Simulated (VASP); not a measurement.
```xyz
2
Lattice="0.0000 2.9700 2.9700 2.9700 0.0000 2.9700 2.9700 2.9700 0.0000" Properties=species:S:1:pos:R:3 pbc="T T T"
Pb     0.0000     0.0000     0.0000
S      2.9700     2.9700     2.9700
```

The numbers are results of PBE GGA, VASP's PBE PAW potentials (set 64) (plane waves; VASP 6.6.1), not measurements. Run with 400 eV cut-off, 6×6×6 Γ-centred mesh, Gaussian smearing of 0.050 eV, potentials Pb_d S.

**Question.** Give the stress tensor in GPa (positive for a compressed cell).

**Answer.** 
```
1.88  0.00  0.00
0.00  1.88  0.00
0.00  0.00  1.88
```
The pressure is its mean diagonal, 1.88 GPa.

The compound is PbS in the rock salt structure. The cell was not relaxed at this level.
